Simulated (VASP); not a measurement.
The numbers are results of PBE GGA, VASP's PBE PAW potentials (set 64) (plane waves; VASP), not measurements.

VASP input:

**POSCAR**
```
Re
1
    1.3838048457    -2.3968201847    -0.0000000000
    1.3838048457     2.3968201847     0.0000000000
    0.0000000000     0.0000000000     4.4780172486
Re
2
Direct
  0.3333330000   0.6666670000   0.2500000000
  0.6666670000   0.3333330000   0.7500000000
```

**INCAR**
```
SYSTEM = Re
PREC = Accurate
ENCUT = 480
EDIFF = 1E-7
NELM = 100
ALGO = Normal
LREAL = .FALSE.
LASPH = .TRUE.
ISMEAR = 1
SIGMA = 0.1
GGA = PE
LMAXMIX = 6
LWAVE = .FALSE.
LCHARG = .FALSE.
ISIF = 3
IBRION = 2
NSW = 40
EDIFFG = -0.01
PSTRESS = 20
```

**KPOINTS**
```
Automatic mesh
0
Gamma
14 14 8
0 0 0
```

POTCAR, in this order: Re (PBE.64 set). Program: vasp_std.

Output of the run:

File OSZICAR:
```
       N       E                     dE             d eps       ncg     rms          rms(c)
DAV:   1     0.248646843258E+02    0.24865E+02   -0.66778E+03  4908   0.151E+03
DAV:   2    -0.207360736326E+02   -0.45601E+02   -0.39279E+02  4296   0.326E+02
DAV:   3    -0.259873327305E+02   -0.52513E+01   -0.44041E+01  4654   0.207E+02
DAV:   4    -0.262511404835E+02   -0.26381E+00   -0.23299E+00  4763   0.227E+01
DAV:   5    -0.262636840329E+02   -0.12544E-01   -0.10026E-01  4712   0.270E+00    0.421E+01
DAV:   6    -0.252212436801E+02    0.10424E+01   -0.10356E+00  4897   0.318E+01    0.170E+01
DAV:   7    -0.248667984491E+02    0.35445E+00   -0.73506E-01  5047   0.257E+01    0.724E-01
DAV:   8    -0.248530194713E+02    0.13779E-01   -0.12123E-02  5181   0.151E+00    0.241E-01
DAV:   9    -0.248523352792E+02    0.68419E-03   -0.55265E-04  5113   0.259E-01    0.369E-02
DAV:  10    -0.248523512094E+02   -0.15930E-04   -0.41870E-05  4625   0.632E-02    0.540E-03
DAV:  11    -0.248523510204E+02    0.18900E-06   -0.66441E-07  3852   0.209E-02    0.285E-03
DAV:  12    -0.248523501457E+02    0.87470E-06   -0.42264E-08  2389   0.665E-03    0.418E-04
DAV:  13    -0.248523501260E+02    0.19772E-07   -0.20186E-08  2322   0.521E-03
   1 F= -.24481545E+02 E0= -.24481853E+02  d E =-.244815E+02
```

File OUTCAR:
```
------------------------ aborting loop because EDIFF is reached ----------------------------------------
  FORCE on cell =-STRESS in cart. coord.  units (eV):
  Direction    XX          YY          ZZ          XY          YZ          ZX
  --------------------------------------------------------------------------------------
  Total        0.3701285      0.3701284      0.3720205      0.0000000     -0.0000000      0.0000000
  in kB       19.9635149     19.9635130     20.0655637      0.0000000     -0.0000000      0.0000000
  external PRESSURE =      -0.0024695 kB  Pullay stress =      20.0000000 kB
  volume of cell :       29.70
      direct lattice vectors                 reciprocal lattice vectors
     1.383804846 -2.396820185  0.000000000     0.361322625 -0.208609725  0.000000000
     1.383804846  2.396820185  0.000000000     0.361322625  0.208609725  0.000000000
     0.000000000  0.000000000  4.478017249     0.000000000  0.000000000  0.223313119
 POSITION                                       TOTAL-FORCE (eV/Angst)
 -----------------------------------------------------------------------------------
      1.38380      0.79894      1.11950         0.000000      0.000000      0.000000
      1.38380     -0.79894      3.35851        -0.000000     -0.000000      0.000000
 -----------------------------------------------------------------------------------
    total drift:                                0.000000      0.000009     -0.000016
  FREE ENERGIE OF THE ION-ELECTRON SYSTEM (eV)
  ---------------------------------------------------
  free  energy   TOTEN  =       -24.8523501260 eV

  energy  without entropy=      -24.8532734673  energy(sigma->0) =      -24.85265791
  enthalpy is  TOTEN    =       -24.4815452200 eV   P V=        0.3708049060

 reached required accuracy - stopping structural energy minimisation
```
(Selected blocks of OUTCAR.)

**OUTCAR**
```
 val. band max:        7.7111359159   @ k =   0.1429   0.0714   0.0000

 cond. band min:       7.7367090566   @ k =   0.2857   0.2857   0.5000


 Fermi energy:         7.7297393004

 k-point     1 :       0.0000    0.0000    0.0000
  band No.  band energies     occupation
      1      -2.0314      2.00000
      2       1.2129      2.00000
      3       6.1873      2.00000
      4       6.2184      2.00000
      5       6.2184      2.00000
      6       7.0366      2.00000
      7       7.0366      2.00000
      8       7.9695     -0.00361
      9       7.9696     -0.00360
     10       8.3451     -0.00000
     11      11.0857      0.00000

 k-point     2 :       0.0714    0.0000    0.0000
  band No.  band energies     occupation
      1      -1.8246      2.00000
      2       1.4074      2.00000
      3       5.7325      2.00000
      4       6.4078      2.00000
      5       6.6033      2.00000
      6       6.8941      2.00000
      7       7.2155      2.00000
      8       7.4707      2.00153
      9       7.8115      0.01118
     10       7.9748     -0.00288
     11      11.1912      0.00000

 k-point     3 :       0.1429   -0.0000    0.0000
  band No.  band energies     occupation
      1      -1.2335      2.00000
      2       1.9255      2.00000
      3       5.1849      2.00000
      4       6.2086      2.00000
      5       6.4714      2.00000
      6       6.9647      2.00000
      7       7.1515      2.00000
      8       7.4246      2.00014
      9       7.6744      1.79598
     10       7.7390      0.84457
     11      11.4285      0.00000

 k-point     4 :       0.2143    0.0000    0.0000
  band No.  band energies     occupation
      1      -0.3545      2.00000
      2       2.4888      2.00000
      3       4.8025      2.00000
      4       4.9913      2.00000
      5       6.0876      2.00000
      6       6.9582      2.00000
      7       7.3106      2.00000
      8       7.8533     -0.07088
      9       7.8745     -0.05983
...
```

Unless said otherwise, spin-orbit coupling is left out, though it shifts the bands of the heavy elements here.

The compound is Re in the hcp structure. It was relaxed first under an external pressure of 2 GPa.
